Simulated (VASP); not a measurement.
Method: PBE GGA, VASP's PBE PAW potentials (set 64) (plane waves; VASP 6.6.1).

VASP ran on this input.

File KPOINTS:
```
Regular mesh
0
Gamma
 5 5 5
0 0 0
```

### INCAR
```
# general
SYSTEM  = PbTe
PREC    = Accurate
ENCUT   = 400   # plane-wave cut-off (eV)
LREAL   = .False.   # projection in real space or not
LASPH   = .True.   # aspherical one-centre terms

# electronic loop
EDIFF   = 1E-6   # SCF stop (eV)
NELM    = 100   # most electronic steps
ALGO    = Normal
LMAXMIX = 4

# smearing
ISMEAR  = 0   # Gaussian
SIGMA   = 0.05

# functional
GGA     = PE   # PBE

# ions
ISIF    = 2

# output
LWAVE   = .False.
LCHARG  = .False.
```

POSCAR:
```
PbTe
1
    0.0000000000     3.2946000000     3.2946000000
    3.2946000000     0.0000000000     3.2946000000
    3.2946000000     3.2946000000     0.0000000000
Te Pb
1 1
Direct
  0.5000000000   0.5000000000   0.5000000000
  0.0000000000   0.0000000000   0.0000000000
```

POTCAR, in this order: Te Pb_d (PBE.64 set). Program: vasp_std.

The run wrote:

File OUTCAR:
```
 ion  position               nearest neighbor table
   1  0.500  0.500  0.500-   2 3.29   2 3.29   2 3.29   2 3.29   2 3.29   2 3.29
   2  0.000  0.000  0.000-   1 3.29   1 3.29   1 3.29   1 3.29   1 3.29   1 3.29
  LATTYP: Found a face centered cubic cell.
 ALAT       =     6.5892000000
 Subroutine PRICEL returns:
 Original cell was already a primitive cell.
 Subroutine GETGRP returns: Found 48 space group operations
The static configuration has the point symmetry O_h .
The dynamic configuration has the point symmetry O_h .
 Subroutine INISYM returns: Found 48 space group operations
 Subroutine IBZKPT returns following result:
 Found     10 irreducible k-points:

 Following reciprocal coordinates:
            Coordinates               Weight
  0.000000  0.000000  0.000000      1.000000
  0.200000  0.000000  0.000000      8.000000
  0.400000  0.000000  0.000000      8.000000
  0.200000  0.200000  0.000000      6.000000
  0.400000  0.200000  0.000000     24.000000
 -0.400000  0.200000  0.000000     24.000000
 -0.200000  0.200000  0.000000     12.000000
  0.400000  0.400000  0.000000      6.000000
 -0.400000  0.400000  0.000000     12.000000
 -0.400000  0.400000  0.200000     24.000000
   k-points           NKPTS =     10   k-points in BZ     NKDIM =     10   number of bands    NBANDS=     14
   number of dos      NEDOS =    301   number of ions     NIONS =      2
   total plane-waves  NPLWV =  27000
   dimension x,y,z NGX =    30 NGY =   30 NGZ =   30
   dimension x,y,z NGXF=    60 NGYF=   60 NGZF=   60
   ions per type =               1   1
   PREC   = accura    normal or accurate (medium, high low for compatibility)
   ISTART =      0    job   : 0-new  1-cont  2-samecut
   ICHARG =      2    charge: 1-file 2-atom 10-const
   ISPIN  =      1    spin polarized calculation?
   LNONCOLLINEAR =      F non collinear calculations
   LSORBIT =      F    spin-orbit coupling
   INIWAV =      1    electr: 0-lowe 1-rand  2-diag
   ENCUT  =  400.0 eV  29.40 Ry    5.42 a.u.   7.60  7.60  7.60*2*pi/ulx,y,z
   NELM   =    100;   NELMIN=  2; NELMDL= -5     # of ELM steps
   EDIFF  = 0.1E-05   stopping-criterion for ELM
   LREAL  =      F    real-space projection
   NLSPLINE    = F    spline interpolate recip. space projectors
   LMAXMIX     =    4 max onsite mixed and CHGCAR
   VOSKOWN=      0    Vosko Wilk Nusair interpolation
   EDIFFG = 0.1E-04   stopping-criterion for IOM
   NSW    =      0    number of steps for IOM
   NBLOCK =      1;   KBLOCK =      1    inner block; outer block
   IBRION =     -1    ionic relax: 0-MD 1-quasi-New 2-CG
   NFREE  =      0    steps in history (QN), initial steepest desc. (CG)
   ISIF   =      2    stress and relaxation
   ISYM   =      2    0-nonsym 1-usesym 2-fastsym
   TEIN   =    0.0    initial temperature
   TEBEG  =    0.0;   TEEND  =   0.0 temperature during run
   SMASS  =  -3.00    Nose mass-parameter (am)
   PSTRESS=    0.0 pullay stress
   NELECT =      20.0000    total number of electrons
   EFERMI =   0.00;   METHOD = LEGACY
   ISMEAR =     0;   SIGMA  =   0.05  broadening in eV -4-tet -1-fermi 0-gaus
   IALGO  =     38    algorithm
   LDIAG  =      T    sub-space diagonalisation (order eigenvalues)
   IMIX   =      4    mixing-type and parameters
     AMIX     =   0.40;   BMIX     =  1.00
     AMIX_MAG =   1.60;   BMIX_MAG =  1.00
     AMIN     =   0.10
   GGA     = PE    functional components
   VOSKOWN =     0    Vosko Wilk Nusair interpolation
   LHFCALC =     F    Hartree Fock is set to
   LHFONE  =     F    Hartree Fock one center treatment
   AEXX    =    0.0000 exact exchange contribution
   IVDW    =     0    specifies the selected vdW correction
   LEPSILON=     F    determine dielectric tensor
   LRPA    =     F    only Hartree local field effects (RPA)
  energy-cutoff  :      400.00
...
```

File OSZICAR:
```
       N       E                     dE             d eps       ncg     rms          rms(c)
DAV:   1     0.135323756899E+03    0.13532E+03   -0.79774E+03   280   0.111E+03
DAV:   2     0.268044829351E+01   -0.13264E+03   -0.13066E+03   292   0.304E+02
DAV:   3    -0.743558447906E+01   -0.10116E+02   -0.10092E+02   388   0.912E+01
DAV:   4    -0.766439640097E+01   -0.22881E+00   -0.22877E+00   314   0.174E+01
DAV:   5    -0.767331018953E+01   -0.89138E-02   -0.89138E-02   396   0.289E+00    0.301E+00
DAV:   6    -0.752522765532E+01    0.14808E+00   -0.36401E-01   354   0.459E+00    0.185E+00
DAV:   7    -0.752155804143E+01    0.36696E-02   -0.99116E-02   342   0.170E+00    0.902E-01
DAV:   8    -0.752375035856E+01   -0.21923E-02   -0.10906E-02   304   0.121E+00    0.132E-01
DAV:   9    -0.752364283576E+01    0.10752E-03   -0.14822E-03   378   0.411E-01    0.527E-02
DAV:  10    -0.752369671908E+01   -0.53883E-04   -0.16438E-04   304   0.946E-02    0.239E-02
DAV:  11    -0.752370541585E+01   -0.86968E-05   -0.25838E-05   322   0.417E-02    0.713E-03
DAV:  12    -0.752370579126E+01   -0.37542E-06   -0.16827E-06   324   0.171E-02
   1 F= -.75237058E+01 E0= -.75237058E+01  d E =-.112203E-10
```

File OUTCAR:
```
------------------------ aborting loop because EDIFF is reached ----------------------------------------
  FORCE on cell =-STRESS in cart. coord.  units (eV):
  Direction    XX          YY          ZZ          XY          YZ          ZX
  --------------------------------------------------------------------------------------
  Total       -0.1826093     -0.1826093     -0.1826093      0.0000000      0.0000000      0.0000000
  in kB       -4.0906798     -4.0906798     -4.0906798      0.0000000      0.0000000      0.0000000
  external PRESSURE =      -4.0906798 kB  Pullay stress =       0.0000000 kB
  volume of cell :       71.52
      direct lattice vectors                 reciprocal lattice vectors
     0.000000000  3.294600000  3.294600000    -0.151763492  0.151763492  0.151763492
     3.294600000  0.000000000  3.294600000     0.151763492 -0.151763492  0.151763492
     3.294600000  3.294600000  0.000000000     0.151763492  0.151763492 -0.151763492
  FREE ENERGIE OF THE ION-ELECTRON SYSTEM (eV)
  ---------------------------------------------------
  free  energy   TOTEN  =        -7.5237057913 eV

  energy  without entropy=       -7.5237057913  energy(sigma->0) =       -7.52370579
```
(Selected blocks of OUTCAR.)

The compound is PbTe in the rock salt structure. The cell was not relaxed at this level.
